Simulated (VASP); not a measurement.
```xyz
1
Lattice="0.0000 2.7626 2.7626 2.7626 0.0000 2.7626 2.7626 2.7626 0.0000" Properties=species:S:1:pos:R:3 pbc="T T T"
Ca     0.0000     0.0000     0.0000
```

Computed with PBE GGA, VASP's PBE PAW potentials (set 64) (plane waves; VASP). Run with 480 eV cut-off, 10×10×10 Γ-centred mesh, first-order Methfessel-Paxton smearing of 0.10 eV, potentials Ca_sv.

Energy and stress use the plane-wave basis of the starting cell.

Question: The ions, cell shape and volume at an external pressure of 20.0 GPa are relaxed. Give the cell that the relaxation ends in.

Answer: 
```xyz
1
Lattice="0.0000 2.3269 2.3269 2.3269 0.0000 2.3269 2.3269 2.3269 0.0000" Properties=species:S:1:pos:R:3 pbc="T T T"
Ca     0.0000     0.0000     0.0000
```
Space group Fm-3m (225), at a tolerance of 0.03 Å.

Question: How do energy and volume change from the first to the last step?

Answer: The energy (σ→0) changes by +734.0 meV/atom and the volume by -40.2 %, in 6 ionic steps.

The compound is Ca in the fcc structure. This run relaxes it under an external pressure of 20 GPa. Symmetry was kept, so distortions that lower it aren't found.
